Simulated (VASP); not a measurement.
An input for Quantum ESPRESSO's pw.x (written as the equivalent of a VASP run, and not itself run):

```
&CONTROL
  calculation = 'scf'
  pseudo_dir = './pseudo'
  outdir = './out'
  tprnfor = .true.
  tstress = .true.
/
&SYSTEM
  ibrav = 0
  nat = 2
  ntyp = 2
  ecutwfc = 56.6
  occupations = 'smearing'
  smearing = 'gaussian'
  degauss = 0.00147
  input_dft = 'pbe'
/
&ELECTRONS
  conv_thr = 7.3e-08
  electron_maxstep = 100
/
ATOMIC_SPECIES
  Ba 137.327 Ba.upf
  S 32.060 S.upf
CELL_PARAMETERS angstrom
     0.0000000    3.2589000    3.2589000
     3.2589000    0.0000000    3.2589000
     3.2589000    3.2589000    0.0000000
ATOMIC_POSITIONS crystal
  Ba   0.0000000  0.0000000  0.0000000
  S    0.5000000  0.5000000  0.5000000
K_POINTS automatic
  6 6 6 0 0 0
```

Question: Write the VASP files for the same calculation (PBE).

Answer: This is not unique; one that fits is 
### KPOINTS
```
Regular mesh
0
Gamma
  6 6 6
0 0 0
```

### POSCAR
```
BaS
1.0
  0.0000000000   3.2589000000   3.2589000000
  3.2589000000   0.0000000000   3.2589000000
  3.2589000000   3.2589000000   0.0000000000
Ba S
1 1
direct
  0.0000000000   0.0000000000   0.0000000000
  0.5000000000   0.5000000000   0.5000000000
```

INCAR:
```
SYSTEM  =  BaS
PREC  =  Accurate; ENCUT  =  400; LREAL  =  .FALSE.
LASPH  =  .TRUE.
EDIFF  =  1E-6; NELM  =  100; ALGO  =  Normal
LMAXMIX  =  4
ISMEAR  =  0; SIGMA  =  0.02
GGA  =  PE
ISIF  =  2
LWAVE  =  .FALSE.; LCHARG  =  .FALSE.
```

POTCAR, in this order: Ba_sv S (PBE.64 set). Program: vasp_std.

Limits of the translation: the potentials are each code's own (VASP's PAW set, PseudoDojo norm-conserving files in pw.x), so ENCUT and ecutwfc are chosen apart and not converted; conv_thr bounds pw.x's estimated SCF error, while EDIFF bounds the energy change between steps.

The compound is BaS in the rock salt structure. The cell was not relaxed at this level. The run is one of a series of settings (SIGMA = 0.02 against the base run), some of them coarse on purpose.
